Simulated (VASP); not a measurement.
Al3BiO3:

```
Al Bi O
1.0
     9.55941    0.00000    0.00000
    -4.77971    8.27869    0.00000
     0.00000    0.00000    3.16800
Al Bi O
6 2 6
Cartesian
  2.2105 7.1830 0.7920
  7.3259 1.6772 2.3760
  0.3357 2.7729 0.7920
  2.5693 1.0957 2.3760
  4.4440 5.5058 2.3760
  -2.5462 6.6015 0.7920
  4.7797 2.7596 2.3760
  0.0000 5.5191 0.7920
  2.3895 8.1300 2.3760
  8.2355 1.9956 0.7920
  1.0663 2.1443 2.3760
  2.3902 0.1487 0.7920
  3.7134 6.1344 0.7920
  -3.4558 6.2831 2.3760
```

The cell was built by a generator and needn't be a form met in nature.

| Quantity | Value |
| --- | --- |
| Program | VASP 6.6.1 |
| Task | relaxation of cell and atoms |
| Functional | PBE |
| Potentials or basis | VASP PAW PBE potentials, release 64 (Al, Bi_d, O) |
| Cutoff | 520 eV |
| k mesh | 4 × 4 × 10 |
| Occupations | gaussian, width 0.1 eV |
| Spin | no spin polarisation |

At the start: pressure 0.2 GPa; volume 17.91 Å³/atom.

Question: Where does the relaxation end?

Answer: Over 49 steps the energy falls by 6.1 meV/atom and the volume is 18.66 Å³/atom (+4.2 %); space group P6_3/m (No. 176, to 0.05 Å).

The path:
```tsv
step	energy change (eV)	largest force (eV/Å)	pressure (GPa)	volume (Å³)
1	0.0000	0.0444	0.17	250.71
3	-0.0066	0.1458	0.03	252.28
5	-0.0170	0.0905	-0.01	253.80
7	-0.0330	0.3535	-0.44	260.53
9	-0.0362	0.2678	-0.30	259.05
11	-0.0411	0.2791	-0.32	259.86
13	-0.0429	0.2875	-0.34	260.44
15	-0.0521	0.2022	-0.16	260.02
17	-0.0581	0.1073	0.13	259.33
19	-0.0612	0.0816	-0.01	259.63
21	-0.0652	0.0839	-0.15	259.89
23	-0.0662	0.0692	0.63	258.14
25	-0.0700	0.0349	0.18	259.30
27	-0.0721	0.0445	0.01	260.25
29	-0.0729	0.0532	0.00	260.48
31	-0.0739	0.0803	-0.26	261.77
33	-0.0754	0.0502	-0.10	261.12
35	-0.0768	0.0978	0.51	259.82
37	-0.0781	0.0663	0.27	260.33
39	-0.0820	0.0526	0.14	260.61
41	-0.0842	0.0281	0.00	260.96
43	-0.0843	0.0323	0.03	260.94
45	-0.0852	0.0175	-0.03	261.19
47	-0.0854	0.0184	-0.06	261.37
49	-0.0855	0.0049	0.03	261.22
```

Final structure:
```cif
data_structure
_symmetry_space_group_name_H-M 'P 1'
_symmetry_Int_Tables_number 1
_cell_length_a 9.9102
_cell_length_b 9.9102
_cell_length_c 3.0713
_cell_angle_alpha 90.000
_cell_angle_beta 90.000
_cell_angle_gamma 120.000
_cell_volume 261.22
loop_
_atom_site_label
_atom_site_type_symbol
_atom_site_fract_x
_atom_site_fract_y
_atom_site_fract_z
_atom_site_occupancy
Al1 Al 0.66858 0.85350 0.25000 1
Al2 Al 0.85350 0.18492 0.75000 1
Al3 Al 0.18492 0.33142 0.25000 1
Al4 Al 0.33142 0.14650 0.75000 1
Al5 Al 0.81508 0.66858 0.75000 1
Al6 Al 0.14650 0.81508 0.25000 1
Bi1 Bi 0.66667 0.33333 0.75000 1
Bi2 Bi 0.33333 0.66667 0.25000 1
O1 O 0.74069 0.97105 0.75000 1
O2 O 0.97105 0.23035 0.25000 1
O3 O 0.23035 0.25931 0.75000 1
O4 O 0.25931 0.02895 0.25000 1
O5 O 0.76965 0.74069 0.25000 1
O6 O 0.02895 0.76965 0.75000 1
```
